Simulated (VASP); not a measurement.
# Calcium with SCAN: from relaxation to properties

Aim: relax Calcium, then compute properties on the relaxed cell. The steps: relaxing cell and atoms (SCAN), second relaxation, single point with fields (SCAN), bands along the symmetry lines (SCAN), density of states (SCAN) and field gradients at the nuclei (SCAN). Left out of this account: 1 further run (phonons: it ended without a result to show). The start is a cell from a database of measured crystal structures.

Main program and level: VASP 6.6.1; SCAN; plane waves and PAW (Ca_sv).

## Step 1: The structure

Before any relaxation, the start is as follows. The structure is cubic, space group Fm-3m (No. 225). Conventional cell: a = 5.588 Å, b = 5.588 Å, c = 5.588 Å, α = 90.00°, β = 90.00°, γ = 90.00°. Ca has 12 Ca at 3.95 Å nearest.

As a file:

```xyz
1
Lattice="0.0000 2.7942 2.7942 2.7942 0.0000 2.7942 2.7942 2.7942 0.0000" Properties=species:S:1:pos:R:3 pbc="T T T"
Ca    0.0000    0.0000    0.0000
```

## Step 2: Relaxing cell and atoms (SCAN)

The start need not lie at this functional's minimum. ISIF = 3 frees volume, shape and positions, and EDIFFG sets the threshold on forces and stress at which the search stops. SCAN adds the kinetic-energy density; it is numerically more delicate than r2SCAN.

Contents of INCAR:

```
SYSTEM = Ca
PREC = Accurate
ENCUT = 400
EDIFF = 1E-06
NELM = 100
ISMEAR = 1
SIGMA = 0.2
LREAL = .FALSE.
ALGO = Normal
METAGGA = SCAN
LASPH = .TRUE.
NBANDS = 11
LORBIT = 11
LWAVE = .FALSE.
LCHARG = .FALSE.
KPAR = 2
IBRION = 2
NSW = 60
ISIF = 3
EDIFFG = -0.01
```

Contents of POSCAR:

```
Ca
1.0
    0.0000000000      2.7942000000      2.7942000000
    2.7942000000      0.0000000000      2.7942000000
    2.7942000000      2.7942000000      0.0000000000
Ca
1
Direct
    0.0000000000      0.0000000000      0.0000000000
```

Contents of KPOINTS:

```
Automatic mesh
0
Gamma
8 8 8
0 0 0
```

PAW data sets: Ca_sv (PBE family, release 64).

Launch:

```bash
$ mpirun -np 2 vasp_std
```

What it wrote:

```text
[banner, memory and clock lines left out]
running    2 mpi-ranks, on    1 nodes
 distrk:  each k-point on    1 cores,    2 groups
 distr:  one band on    1 cores,    1 groups

 POSCAR found type information on POSCAR Ca
 POSCAR found :  1 types and       1 ions
|                                                                             |
|               ----> ADVICE to this user running VASP <----                  |
|                                                                             |
|     You enforced a specific xc type in the INCAR file but a different       |
|     [... a line on the potential file left out ...]
|     I HOPE YOU KNOW WHAT YOU ARE DOING!                                     |
|                                                                             |

 LDA part: xc-table for (None), standard interpolation
 POSCAR, INCAR and KPOINTS ok, starting setup
 FFT: planning ... GRIDC
 FFT: planning ... GRID_SOFT
 FFT: planning ... GRID
 WAVECAR not read
 entering main loop
       N       E                     dE             d eps       ncg     rms          rms(c)
DAV:   1     0.496953860463E+02    0.49695E+02   -0.44831E+03   638   0.694E+02
DAV:   2    -0.100422601637E+02   -0.59738E+02   -0.59233E+02   725   0.200E+02
DAV:   3    -0.116116997513E+02   -0.15694E+01   -0.15489E+01   989   0.294E+01
DAV:   4    -0.116775973278E+02   -0.65898E-01   -0.65686E-01   809   0.478E+00
DAV:   5    -0.116781851786E+02   -0.58785E-03   -0.58782E-03   923   0.450E-01    0.706E-01
DAV:   6    -0.961113793005E+01    0.20670E+01   -0.20099E+00  1015   0.982E+00    0.195E+00
DAV:   7    -0.957282623555E+01    0.38312E-01   -0.51318E-02   866   0.186E+00    0.197E+00
DAV:   8    -0.960670202091E+01   -0.33876E-01   -0.18054E-01   983   0.259E+00    0.816E-01
DAV:   9    -0.961069798482E+01   -0.39960E-02   -0.13172E-02   887   0.681E-01    0.599E-01
DAV:  10    -0.961302212922E+01   -0.23241E-02   -0.16521E-02   758   0.122E+00    0.898E-01
DAV:  11    -0.961340412764E+01   -0.38200E-03   -0.29597E-03   728   0.609E-01    0.335E-01
DAV:  12    -0.961335977491E+01    0.44353E-04   -0.16484E-04   741   0.133E-01    0.402E-01
DAV:  13    -0.961616970395E+01   -0.28099E-02   -0.29486E-03   653   0.601E-01    0.819E-02
DAV:  14    -0.961517987842E+01    0.98983E-03   -0.50051E-04   644   0.225E-01    0.846E-03
DAV:  15    -0.961511670437E+01    0.63174E-04   -0.45443E-05   758   0.622E-02    0.761E-03
DAV:  16    -0.961478246844E+01    0.33424E-03   -0.24243E-05   650   0.479E-02    0.156E-02
DAV:  17    -0.961491195186E+01   -0.12948E-03   -0.83489E-06   650   0.286E-02    0.105E-03
DAV:  18    -0.961490356684E+01    0.83850E-05   -0.13783E-06   695   0.118E-02    0.822E-04
DAV:  19    -0.961488231149E+01    0.21255E-04   -0.14258E-07   400   0.373E-03    0.195E-03
DAV:  20    -0.961490283308E+01   -0.20522E-04   -0.50057E-08   346   0.210E-03    0.196E-04
DAV:  21    -0.961490241298E+01    0.42010E-06   -0.18128E-08   337   0.965E-04
   1 F= -.96149024E+01 E0= -.96131104E+01  d E =-.961490E+01
 curvature:   0.00 expect dE= 0.000E+00 dE for cont linesearch  0.000E+00
 trial: gam= 0.00000 g(F)=  0.580E-64 g(S)=  0.116E-02 ort = 0.000E+00 (trialstep = 0.100E+01)
 search vector abs. value=  0.116E-02
 bond charge predicted
       N       E                     dE             d eps       ncg     rms          rms(c)
DAV:   1    -0.962732314177E+01   -0.12420E-01   -0.35361E-01   647   0.632E+00    0.610E-01
DAV:   2    -0.961898754696E+01    0.83356E-02   -0.33422E-02   710   0.185E+00    0.361E-01
DAV:   3    -0.961552643293E+01    0.34611E-02   -0.20778E-02   896   0.118E+00    0.153E-01
DAV:   4    -0.961551976752E+01    0.66654E-05   -0.12808E-03   916   0.336E-01    0.427E-02
DAV:   5    -0.961571782235E+01   -0.19805E-03   -0.86723E-05   925   0.943E-02    0.127E-02
DAV:   6    -0.961579047091E+01   -0.72649E-04   -0.33660E-05  1087   0.276E-02    0.840E-03
DAV:   7    -0.961581732124E+01   -0.26850E-04   -0.11575E-06   736   0.732E-03    0.520E-03
DAV:   8    -0.961591676054E+01   -0.99439E-04   -0.16906E-06   702   0.129E-02    0.634E-03
DAV:   9    -0.961590218899E+01    0.14572E-04   -0.70502E-07   419   0.723E-03    0.309E-03
DAV:  10    -0.961588295031E+01    0.19239E-04   -0.20765E-07   334   0.540E-03    0.112E-04
DAV:  11    -0.961588163897E+01    0.13113E-05   -0.29135E-08   337   0.195E-03    0.637E-05
DAV:  12    -0.961588205456E+01   -0.41559E-06   -0.89383E-09   334   0.915E-04
   2 F= -.96158821E+01 E0= -.96141060E+01  d E =-.979642E-03
[...]
3 F= -.96159179E+01 E0= -.96141434E+01  d E =-.101552E-02
 curvature:  -0.34 expect dE=-0.648E-05 dE for cont linesearch -0.648E-05
 ZBRENT: increasing intervall
 opt :   1.2363  next Energy=    -9.615930 (dE=-0.103E-02)
 bond charge predicted
       N       E                     dE             d eps       ncg     rms          rms(c)
DAV:   1    -0.961622182972E+01   -0.30369E-03   -0.88433E-03   650   0.100E+00    0.960E-02
DAV:   2    -0.961607058909E+01    0.15124E-03   -0.82924E-04   724   0.292E-01    0.570E-02
DAV:   3    -0.961590628889E+01    0.16430E-03   -0.51402E-04   874   0.187E-01    0.240E-02
DAV:   4    -0.961593051228E+01   -0.24223E-04   -0.32293E-05   895   0.544E-02    0.690E-03
DAV:   5    -0.961595054635E+01   -0.20034E-04   -0.22641E-06   841   0.153E-02    0.187E-03
DAV:   6    -0.961595879877E+01   -0.82524E-05   -0.81988E-07   523   0.462E-03    0.124E-03
DAV:   7    -0.961596280854E+01   -0.40098E-05   -0.94765E-08   328   0.227E-03    0.945E-04
DAV:   8    -0.961598270121E+01   -0.19893E-04   -0.88686E-08   325   0.291E-03    0.131E-03
DAV:   9    -0.961598055784E+01    0.21434E-05   -0.43797E-08   328   0.156E-03    0.852E-04
DAV:  10    -0.961597704407E+01    0.35138E-05   -0.17722E-08   325   0.107E-03    0.312E-04
DAV:  11    -0.961597540216E+01    0.16419E-05   -0.96151E-09   328   0.798E-04    0.863E-06
DAV:  12    -0.961597554503E+01   -0.14287E-06   -0.42276E-09   328   0.427E-04
   4 F= -.96159755E+01 E0= -.96142043E+01  d E =-.107313E-02
 curvature:  -0.62 expect dE=-0.920E-08 dE for cont linesearch -0.920E-08
 trial: gam= 0.00000 g(F)=  0.459E-59 g(S)=  0.149E-07 ort =-0.415E-05 (trialstep = 0.105E+01)
 search vector abs. value=  0.150E-07
 reached required accuracy - stopping structural energy minimisation
```

The job ended after 59 s (2 MPI ranks of Intel Xeon 6975P-C (Granite Rapids), shared host; peak memory 0.29 GiB).

The logs omit lines about the potential files and the build; timing stands in the text.

From OUTCAR (step 2):

```text
ion  position               nearest neighbor table
   1  0.000  0.000  0.000-

  LATTYP: Found a face centered cubic cell.
 ALAT       =     5.5884000000

 Subroutine GETGRP returns: Found 48 space group operations
 (whereof 48 operations were pure point group operations)

The static configuration has the point symmetry O_h .

 Found     29 irreducible k-points:

   k-points           NKPTS =     29   k-points in BZ     NKDIM =     29   number of bands    NBANDS=     11

   dimension x,y,z NGX =    28 NGY =   28 NGZ =   28
   dimension x,y,z NGXF=    56 NGYF=   56 NGZF=   56

   ENCUT  =  400.0 eV  29.40 Ry    5.42 a.u.   6.44  6.44  6.44*2*pi/ulx,y,z

   NELECT =      10.0000    total number of electrons

 k-points in reciprocal lattice and weights: Automatic mesh
   0.00000000  0.00000000  0.00000000       0.002
   0.12500000  0.00000000  0.00000000       0.016
   0.25000000  0.00000000  0.00000000       0.016
   0.37500000  0.00000000  0.00000000       0.016
   0.50000000  0.00000000  0.00000000       0.008
   0.12500000  0.12500000  0.00000000       0.012
   0.25000000  0.12500000  0.00000000       0.047
   0.37500000  0.12500000  0.00000000       0.047
   0.50000000  0.12500000  0.00000000       0.047
[...]
-0.37500000  0.50000000  0.12500000       0.023
  -0.25000000  0.50000000  0.25000000       0.012

 average (electrostatic) potential at core
       1 -53.0609

 E-fermi :   1.8706

 k-point     1 :       0.0000    0.0000    0.0000
  band No.  band energies     occupation
      1     -41.9768      2.00000
      2     -21.9747      2.00000
      3     -21.9747      2.00000
      4     -21.9746      2.00000
      5      -2.2477      2.00000
      6       4.5203     -0.00000
      7       4.5205     -0.00000
      8       4.5205     -0.00000
      9       5.6598     -0.00000
     10       5.6598     -0.00000
    ...

 k-point     2 :       0.1250    0.0000    0.0000
  band No.  band energies     occupation
      1     -41.9749      2.00000
      2     -21.9947      2.00000
      3     -21.9775      2.00000
      4     -21.9774      2.00000
      5      -1.9750      2.00000
      6       4.2237     -0.00000
      7       4.6155     -0.00000
      8       4.6156     -0.00000
      9       5.5845     -0.00000
     10       5.5845     -0.00000
    ...

 k-point     3 :       0.2500    0.0000    0.0000
  band No.  band energies     occupation
      1     -41.9703      2.00000
      2     -22.0425      2.00000
      3     -21.9842      2.00000
      4     -21.9840      2.00000
      5      -1.1973      2.00000
      6       3.5164     -0.00000
      7       4.6662     -0.00000
      8       4.6663     -0.00000
      9       5.6687     -0.00000
     10       5.6687     -0.00000
    ...

  Total        0.0003208      0.0003208      0.0003208     -0.0000000      0.0000000     -0.0000000
  in kB        0.0119699      0.0119699      0.0119699     -0.0000000      0.0000000     -0.0000000
  external PRESSURE =       0.0119699 kB  Pullay stress =       0.0000000 kB

  energy-cutoff  :      400.00
  volume of cell :       42.94
      direct lattice vectors                 reciprocal lattice vectors
    -0.000000000  2.779299052  2.779299052    -0.179901475  0.179901475  0.179901475
     2.779299052  0.000000000  2.779299052     0.179901475 -0.179901475  0.179901475
     2.779299052  2.779299052 -0.000000000     0.179901475  0.179901475 -0.179901475

 POSITION                                       TOTAL-FORCE (eV/Angst)
 -----------------------------------------------------------------------------------
      2.77930      2.77930      5.55860         0.000000     -0.000000     -0.000000
 -----------------------------------------------------------------------------------
    total drift:                                0.000000      0.000000      0.000000

  FREE ENERGIE OF THE ION-ELECTRON SYSTEM (eV)
  ---------------------------------------------------
  free  energy   TOTEN  =        -9.6159755450 eV

  energy  without entropy=       -9.6106616674  energy(sigma->0) =       -9.61420425

 reached required accuracy - stopping structural energy minimisation

 total charge
# of ion       s       p       d       tot
------------------------------------------
    1        2.073   5.837   0.142   8.052

[... 3 further parts left out ...]
```

CONTCAR:

```
Ca
   1.00000000000000
    -0.0000000000000000    2.7792990520373504    2.7792990520373504
     2.7792990520373504    0.0000000000000000    2.7792990520373504
     2.7792990520373504    2.7792990520373504   -0.0000000000000000
  Ca
     1
Direct
     1.0000000000000000    1.0000000000000000    0.0000000000000000
```

The k-mesh is coarse for a metal. The PAW data sets were made with PBE, which is usual practice but a small mismatch for other functionals. The run keeps the 48 symmetry operations of its start, so it cannot find a distortion of lower symmetry.

The steps of the relaxation:

```csv
step,energy less that of the first step (eV),largest force (eV/Å),pressure (GPa),volume (Å³)
1,0.0000,0.0000,-0.33,43.63
2,-0.0010,0.0000,-0.06,43.07
3,-0.0010,0.0000,-0.04,43.03
4,-0.0011,0.0000,0.00,42.94
```

```csv
"conventional cell, symmetrised",before,after,change
a (Å),5.588,5.559,-0.5 %
b (Å),5.588,5.559,-0.5 %
c (Å),5.588,5.559,-0.5 %
volume (Å³/atom),43.63,42.94,-1.6 %
```

Final coordinates:

```cif
data_structure
_symmetry_space_group_name_H-M 'P 1'
_symmetry_Int_Tables_number 1
_cell_length_a 3.9305
_cell_length_b 3.9305
_cell_length_c 3.9305
_cell_angle_alpha 60.000
_cell_angle_beta 60.000
_cell_angle_gamma 60.000
_cell_volume 42.94
loop_
_atom_site_label
_atom_site_type_symbol
_atom_site_fract_x
_atom_site_fract_y
_atom_site_fract_z
_atom_site_occupancy
Ca1 Ca 0.00000 0.00000 0.00000 1
```

Numbers from this step:

```
electrons                       : 10
bands                           : 11
irreducible k-points            : 29
symmetry operations             : 48
free energy (TOTEN)             : -9.616 eV
energy at zero smearing         : -9.614 eV
Fermi energy                    : 1.871 eV
pressure                        : 0.001197 GPa
metallic                        : yes
SCF cycles over all ionic steps : 55
```

It ends with forces that vanish by symmetry and a pressure of 0.00 GPa. The volume lies -1.6 % from that of the database's start, which holds the thermal and zero-point expansion of its experiment.

## Step 3: Second relaxation

A relaxation keeps the plane waves of the cell it began with, so it is repeated from the new cell, on a basis made for it.

INCAR is that of step 2.

Contents of POSCAR:

```
Ca
1.0
    0.0000000000      2.7792990520      2.7792990520
    2.7792990520      0.0000000000      2.7792990520
    2.7792990520      2.7792990520      0.0000000000
Ca
1
Direct
    0.0000000000      0.0000000000      0.0000000000
```

KPOINTS is that of step 2.

Launch:

```bash
$ mpirun -np 2 vasp_std
```

What it wrote:

```text
[banner, memory and clock lines left out]
running    2 mpi-ranks, on    1 nodes
 distrk:  each k-point on    1 cores,    2 groups
 distr:  one band on    1 cores,    1 groups

 POSCAR found type information on POSCAR Ca
 POSCAR found :  1 types and       1 ions
 [... a notice as in an earlier step ...]

 LDA part: xc-table for (None), standard interpolation
 POSCAR, INCAR and KPOINTS ok, starting setup
 FFT: planning ... GRIDC
 FFT: planning ... GRID_SOFT
 FFT: planning ... GRID
 WAVECAR not read
 entering main loop
       N       E                     dE             d eps       ncg     rms          rms(c)
DAV:   1     0.532093997065E+02    0.53209E+02   -0.45571E+03   638   0.693E+02
DAV:   2    -0.101097355715E+02   -0.63319E+02   -0.62812E+02   728   0.202E+02
DAV:   3    -0.116225997515E+02   -0.15129E+01   -0.14921E+01   938   0.302E+01
DAV:   4    -0.116836356585E+02   -0.61036E-01   -0.60580E-01   810   0.496E+00
DAV:   5    -0.116859708390E+02   -0.23352E-02   -0.23350E-02   904   0.666E-01    0.704E-01
DAV:   6    -0.961171498188E+01    0.20743E+01   -0.19937E+00  1015   0.981E+00    0.193E+00
DAV:   7    -0.957501063166E+01    0.36704E-01   -0.49701E-02   866   0.183E+00    0.196E+00
DAV:   8    -0.960860270334E+01   -0.33592E-01   -0.16354E-01   970   0.248E+00    0.736E-01
DAV:   9    -0.961137772606E+01   -0.27750E-02   -0.12768E-02   837   0.665E-01    0.599E-01
DAV:  10    -0.961377903592E+01   -0.24013E-02   -0.52860E-03   732   0.759E-01    0.399E-01
DAV:  11    -0.961306515215E+01    0.71388E-03   -0.24258E-02   731   0.155E+00    0.539E-01
DAV:  12    -0.961399685759E+01   -0.93171E-03   -0.18444E-03   886   0.334E-01    0.334E-01
DAV:  13    -0.961653228911E+01   -0.25354E-02   -0.18849E-03   702   0.477E-01    0.496E-02
DAV:  14    -0.961642195702E+01    0.11033E-03   -0.52471E-04   849   0.257E-01    0.267E-02
DAV:  15    -0.961603314169E+01    0.38882E-03   -0.23292E-05   740   0.496E-02    0.352E-02
DAV:  16    -0.961594457924E+01    0.88562E-04   -0.71558E-05   787   0.749E-02    0.783E-03
DAV:  17    -0.961578614638E+01    0.15843E-03   -0.82214E-06   945   0.245E-02    0.180E-03
DAV:  18    -0.961575560211E+01    0.30544E-04   -0.28431E-07   437   0.457E-03    0.930E-04
DAV:  19    -0.961573318356E+01    0.22419E-04   -0.20277E-07   387   0.396E-03    0.166E-03
DAV:  20    -0.961575207118E+01   -0.18888E-04   -0.90671E-08   352   0.290E-03    0.425E-05
DAV:  21    -0.961575072714E+01    0.13440E-05   -0.24306E-08   352   0.119E-03    0.422E-05
DAV:  22    -0.961574950968E+01    0.12175E-05   -0.99058E-09   352   0.588E-04    0.111E-04
DAV:  23    -0.961575205487E+01   -0.25452E-05   -0.41436E-09   346   0.460E-04    0.441E-05
DAV:  24    -0.961575172556E+01    0.32931E-06   -0.15645E-09   343   0.243E-04
   1 F= -.96157517E+01 E0= -.96139797E+01  d E =-.961575E+01
 curvature:   0.00 expect dE= 0.000E+00 dE for cont linesearch  0.000E+00
 trial: gam= 0.00000 g(F)=  0.117E-63 g(S)=  0.607E-07 ort = 0.000E+00 (trialstep = 0.100E+01)
 search vector abs. value=  0.608E-07
 reached required accuracy - stopping structural energy minimisation
```

The job ended after 25 s (2 MPI ranks; peak memory 0.29 GiB; 43 s of CPU time).

OUTCAR, selected parts (step 3):

```text
  LATTYP: Found a face centered cubic cell.
 ALAT       =     5.5585981040

The static configuration has the point symmetry O_h .

 Found     29 irreducible k-points:

   ENCUT  =  400.0 eV  29.40 Ry    5.42 a.u.   6.41  6.41  6.41*2*pi/ulx,y,z

   NELECT =      10.0000    total number of electrons

 E-fermi :   1.8706

 k-point     1 :       0.0000    0.0000    0.0000
  band No.  band energies     occupation
      1     -41.9766      2.00000
      2     -21.9748      2.00000
      3     -21.9748      2.00000
      4     -21.9746      2.00000
      5      -2.2472      2.00000
      6       4.5215     -0.00000
      7       4.5217     -0.00000
      8       4.5217     -0.00000
      9       5.6608     -0.00000
     10       5.6608     -0.00000
    ...

 k-point     2 :       0.1250    0.0000    0.0000
  band No.  band energies     occupation
      1     -41.9748      2.00000
      2     -21.9947      2.00000
      3     -21.9776      2.00000
      4     -21.9774      2.00000
      5      -1.9749      2.00000
      6       4.2239     -0.00000
      7       4.6158     -0.00000
      8       4.6159     -0.00000
      9       5.5848     -0.00000
     10       5.5848     -0.00000
    ...

  Total       -0.0006478     -0.0006478     -0.0006478      0.0000000      0.0000000     -0.0000000
  in kB       -0.0241705     -0.0241705     -0.0241705      0.0000000      0.0000000     -0.0000000
  external PRESSURE =      -0.0241705 kB  Pullay stress =       0.0000000 kB

  energy-cutoff  :      400.00
  volume of cell :       42.94
      direct lattice vectors                 reciprocal lattice vectors
     0.000000000  2.779299052  2.779299052    -0.179901475  0.179901475  0.179901475
     2.779299052  0.000000000  2.779299052     0.179901475 -0.179901475  0.179901475
     2.779299052  2.779299052  0.000000000     0.179901475  0.179901475 -0.179901475

 POSITION                                       TOTAL-FORCE (eV/Angst)
 -----------------------------------------------------------------------------------
      0.00000      0.00000      0.00000         0.000000      0.000000      0.000000
 -----------------------------------------------------------------------------------
    total drift:                               -0.000000     -0.000000     -0.000000

  FREE ENERGIE OF THE ION-ELECTRON SYSTEM (eV)
  ---------------------------------------------------
  free  energy   TOTEN  =        -9.6157517256 eV

  energy  without entropy=       -9.6104356735  energy(sigma->0) =       -9.61397971

[... 8 parts as in an earlier step ...]

[... 4 further parts left out ...]
```

Little changed from the start: no atom moved by 0.005 Å and no cell edge by 0.1 %.

Numbers from this step:

- pressure: -0.002417 GPa
- SCF cycles over all ionic steps: 24

It ends with forces that vanish by symmetry and a pressure of 0.00 GPa. The volume moved by under 0.01 %: the run met its threshold at the first step.

(Continued in part 2 of 3.)

[Lines on the potential files, build, host, timing and source positions are cut from VASP's logs without a mark.]

[Logs are printed without paths, hosts, clocks, repeated set-up lines and the standing remarks that a program may print on its own settings, such as how far it seeks lower states.]

[Hosts, paths, dates, database ids (printed as entryN), source tags and the programs' standing remarks are cut or masked in the printed files.]

[A measured line is paired with the nearest computed mode of its activity, which favours agreement.]
